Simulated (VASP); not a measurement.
SiC: band gap against strain

SiC (zinc blende, F-43m, 10.360 Å³/atom and stress up to 0.27 GPa in the relaxed cell, cube axes along x, y and z) under an equal strain ε along all three axes. PBEsol in VASP (plane waves, PAW), 600 eV, 12×12×12 Γ-centred mesh, Gaussian smearing 0.05 eV; ions are relaxed, or left where forces stay under 0.02 eV/Å, within the symmetry of each cell. Gaps are the smallest on the run's k-mesh, which can miss an edge that lies off it, without spin-orbit coupling; in all rows the valence edge lies at Γ and the conduction edge at about 1.4 Å⁻¹ from Γ.

Here s stands for strain and Eg for gap.

| strain (%) | gap (eV) |
|---|---|
| -3.00 | ? |
| -1.50 | 1.19 |
| -1.00 | 1.21 |
| -0.50 | 1.22 |
| 0.00 | 1.24 |
| 0.50 | 1.25 |
| 1.00 | 1.26 |
| 1.50 | 1.27 |

Fit Eg of the 7 rows that show it with a straight line. Means: s 0, Eg 1.234. About the means, the sum of products is 0.18500 and the sum of squares of s is 7.0000; the slope is their ratio. Least squares gives Eg = 1.234 + 0.0264·s. Residuals (row less fit): -0.004, 0.002, -0.001, 0.006, 0.003, 0.000, -0.004; standard error 0.004 (degrees of freedom: 5). Over these rows the gap moves by 2.6 ± 0.2 eV per unit strain, or 0.9 eV per unit of ln V.

Problem. Predict the withheld Eg at s = -3.00 from the fit, and compare with the calculation.

Solution. Eg = 1.234 + 0.0264 × (-3.0) = 1.155 eV. The calculation gives 1.15 eV, which the fit meets to the printed digits. The row lies outside the fitted rows, so this is an extrapolation. The scatter of the fitted rows lies at the last printed digit.

Other structures, which can take over under pressure, weren't tried. Rows are the converged runs of the series near zero and its far end; series whose fitted rows scatter by over a few per cent of the range, as at a crossing or softening among them, aren't shown in this form, nor equations of state whose B0' disagrees with the runs' pressures. Most that stay on the fit to the last digits aren't either.
